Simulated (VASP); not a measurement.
VASP input:

**POSCAR**
```
Os
1
    2.7545900000     0.0000000000     0.0000000000
   -1.3772950000     2.3855450000     0.0000000000
    0.0000000000     0.0000000000     8.8629110000
Os
4
Direct
 -0.0073380000  -0.0073690000  -0.0008800000
  0.0049970000  -0.0029350000   0.5025890000
  0.3169240000   0.6724850000   0.2494330000
  0.6854180000   0.3378190000   0.7488570000
```

INCAR:
```
# general
SYSTEM  = Os
PREC    = Accurate
ENCUT   = 300
LREAL   = .FALSE.
LASPH   = .TRUE.

# electronic loop
EDIFF   = 1E-6
NELM    = 100
ALGO    = Normal
LMAXMIX = 6

# smearing
ISMEAR  = 0
SIGMA   = 0.1

# functional
GGA     = PE

# ions
ISIF    = 2

# output
LWAVE   = .FALSE.
LCHARG  = .FALSE.
```

### KPOINTS
```
Automatic mesh
0
Gamma
9 9 3
0 0 0
```

POTCAR, in this order: Os (PBE.64 set). Program: vasp_std.

Question: Translate this PBE calculation to Ansatz.

Answer: One equivalent input (not run):
Ansatz 0.2 input:
```yaml
crystal:
  lattice:
    - [2.7545900, 0.0000000, 0.0000000]
    - [-1.3772950, 2.3855450, 0.0000000]
    - [0.0000000, 0.0000000, 8.8629110]
  atoms:
    - { symbol: Os, position: [-0.0073380, -0.0073690, -0.0008800] }
    - { symbol: Os, position: [0.0049970, -0.0029350, 0.5025890] }
    - { symbol: Os, position: [0.3169240, 0.6724850, 0.2494330] }
    - { symbol: Os, position: [0.6854180, 0.3378190, 0.7488570] }
kpoints:
  mp_grid: { grid: [9, 9, 3] }
hamiltonian:
  xc: pbe
  pseudopotentials: { kind: paw }
scf:
  occupations: { method: gaussian, width: 0.1 }
  max_iter: 100
output: { forces: true, stress: true, eigenvalues: true }
```
The two are equivalent in intent, not identical: each code has its own PAW files, so the cut-off isn't converted (ENCUT is set for VASP's; basis.ecutwfc is left out, and Ansatz then takes the one that its files recommend); Ansatz stops its SCF on the density residual and VASP on the energy change (EDIFF).

The structure was generated: Os was put into an ordered model structure, which need not be its known phase. The cell was not relaxed at this level, atoms are displaced from their ideal sites.
